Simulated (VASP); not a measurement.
Given:

```xyz
2
Lattice="0.0000 2.8266 2.8266 2.8266 0.0000 2.8266 2.8266 2.8266 0.0000" Properties=species:S:1:pos:R:3 pbc="T T T"
Pb     0.0000     0.0000     0.0000
S      2.8266     2.8266     2.8266
```

The numbers are results of PBEsol GGA, VASP's PBE PAW potentials (set 64) (plane waves; VASP), not measurements. Settings: 500 eV cut-off, 8×8×8 Γ-centred mesh, Gaussian smearing of 0.050 eV, potentials Pb_d S.

Unless said otherwise, spin-orbit coupling is left out, though it shifts the bands of the heavy elements here.

Estimate the energy per atom (σ→0), pressure, band gap (on the k-mesh) with the smallest direct gap where there is one.

```yaml
band gap (on the k-mesh): 0.40 eV
smallest direct gap (on the k-mesh): 0.40 eV
energy per atom (σ→0): -4.641 eV/atom
pressure: 9.94 GPa
```

Total energies compare only between runs with the same potentials, cut-off and functional.

The compound is PbS in the rock salt structure. It was relaxed first under an external pressure of 10 GPa.
